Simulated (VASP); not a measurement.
Output of a VASP run:

### OSZICAR
```
       N       E                     dE             d eps       ncg     rms          rms(c)
DAV:   1     0.849931115121E+02    0.84993E+02   -0.11088E+04  3824   0.273E+03
DAV:   2    -0.232876379023E+02   -0.10828E+03   -0.10613E+03  3754   0.370E+02
DAV:   3    -0.285791100713E+02   -0.52915E+01   -0.52736E+01  4307   0.869E+01
DAV:   4    -0.286605954433E+02   -0.81485E-01   -0.81477E-01  4817   0.986E+00
DAV:   5    -0.286628516824E+02   -0.22562E-02   -0.22563E-02  4554   0.142E+00    0.112E+01
DAV:   6    -0.280987173827E+02    0.56413E+00   -0.36678E+01  3898   0.868E+01    0.146E+01
DAV:   7    -0.249957501854E+02    0.31030E+01   -0.12749E+01  3755   0.549E+01    0.128E+00
DAV:   8    -0.250864482890E+02   -0.90698E-01   -0.62438E-01  4849   0.917E+00    0.189E+00
DAV:   9    -0.250460035836E+02    0.40445E-01   -0.27504E-01  3981   0.786E+00    0.423E-01
DAV:  10    -0.250475968735E+02   -0.15933E-02   -0.80971E-03  3981   0.105E+00    0.389E-01
DAV:  11    -0.250460718920E+02    0.15250E-02   -0.68797E-03  4802   0.105E+00    0.767E-02
DAV:  12    -0.250472428606E+02   -0.11710E-02   -0.10459E-03  3763   0.389E-01    0.268E-02
DAV:  13    -0.250472571024E+02   -0.14242E-04   -0.60379E-05  4083   0.855E-02    0.136E-02
DAV:  14    -0.250472627418E+02   -0.56394E-05   -0.30259E-05  4455   0.751E-02    0.548E-03
DAV:  15    -0.250472651313E+02   -0.23895E-05   -0.28566E-06  4252   0.262E-02    0.263E-03
DAV:  16    -0.250472655196E+02   -0.38828E-06   -0.27762E-07  4282   0.724E-03    0.140E-03
DAV:  17    -0.250472650894E+02    0.43024E-06   -0.66427E-08  2031   0.371E-03    0.590E-04
DAV:  18    -0.250472649675E+02    0.12185E-06   -0.31626E-08  1968   0.212E-03    0.614E-05
DAV:  19    -0.250472649488E+02    0.18710E-07   -0.72332E-09  1989   0.808E-04
   1 F= -.25047265E+02 E0= -.25047265E+02  d E =0.000000E+00
       N       E                     dE             ncg
```

File OUTCAR:
```
------------------------ aborting loop because EDIFF is reached ----------------------------------------
  FORCE on cell =-STRESS in cart. coord.  units (eV):
  Direction    XX          YY          ZZ          XY          YZ          ZX
  --------------------------------------------------------------------------------------
  Total        0.0061284      0.0061284      0.0061284      0.0000000      0.0000000     -0.0000000
  in kB        0.4265715      0.4265715      0.4265715      0.0000000      0.0000000     -0.0000000
  external PRESSURE =       0.4265715 kB  Pullay stress =       0.0000000 kB
  volume of cell :       23.02
      direct lattice vectors                 reciprocal lattice vectors
     2.844607823  0.000000000  0.000000000     0.351542308  0.000000000  0.000000000
     0.000000000  2.844607823  0.000000000     0.000000000  0.351542308  0.000000000
     0.000000000  0.000000000  2.844607823     0.000000000  0.000000000  0.351542308
 POSITION                                       TOTAL-FORCE (eV/Angst)
 -----------------------------------------------------------------------------------
      1.42230      1.42230      1.42230         0.000000      0.000000      0.000000
      0.00000      0.00000      0.00000         0.000000      0.000000      0.000000
 -----------------------------------------------------------------------------------
    total drift:                                0.000000      0.000000     -0.000000
  FREE ENERGIE OF THE ION-ELECTRON SYSTEM (eV)
  ---------------------------------------------------
  free  energy   TOTEN  =       -25.0472649488 eV

  energy  without entropy=      -25.0472649488  energy(sigma->0) =      -25.04726495

 total charge

# of ion       s       p       d       tot
------------------------------------------
    1        0.822   0.916  10.073  11.812
    2        0.415   0.514   7.532   8.460
--------------------------------------------------
tot          1.237   1.430  17.605  20.272
```
(Selected blocks of OUTCAR.)

File POSCAR:
```
CoGa
1
    2.8446078234     0.0000000000     0.0000000000
    0.0000000000     2.8446078234     0.0000000000
    0.0000000000     0.0000000000     2.8446078234
Ga Co
1 1
Direct
  0.5000000000   0.5000000000   0.5000000000
  0.0000000000   0.0000000000   0.0000000000
```

Task: Reconstruct the remaining input files.

Result: Several could match; the one computed here: the input of the run itself, r2SCAN meta-GGA, plane waves, VASP's PBE PAW potentials (set 64).

### KPOINTS
```
K-points
0
Gamma
14 14 14
0 0 0
```

KPOINTS_OPT:
```
k-points along high-symmetry lines
10
Line-mode
Reciprocal
  0.000000   0.000000   0.000000 ! GAMMA
  0.000000   0.500000   0.000000 ! X

  0.000000   0.500000   0.000000 ! X
  0.500000   0.500000   0.000000 ! M

  0.500000   0.500000   0.000000 ! M
  0.000000   0.000000   0.000000 ! GAMMA

  0.000000   0.000000   0.000000 ! GAMMA
  0.500000   0.500000   0.500000 ! R

  0.500000   0.500000   0.500000 ! R
  0.000000   0.500000   0.000000 ! X

  0.500000   0.500000   0.500000 ! R
  0.500000   0.500000   0.000000 ! M
```

### INCAR
```
ALGO = Normal
EDIFF = 1E-7
ENCUT = 520
ISIF = 2
ISMEAR = -5
LASPH = .TRUE.
LCHARG = .FALSE.
LMAXMIX = 4
LMIXTAU = .TRUE.
LORBIT = 11
LREAL = .FALSE.
LWAVE = .FALSE.
METAGGA = R2SCAN
NEDOS = 601
NELM = 100
PREC = Accurate
SYSTEM = CoGa
```

POTCAR, in this order: Ga_d Co (PBE.64 set). Program: vasp_std.

For a metal the tetrahedron method with Blöchl corrections gives inexact stress and forces.

The compound is CoGa in the CsCl type structure. It was relaxed first. The run is not spin-polarised, so no magnetic state was tried.
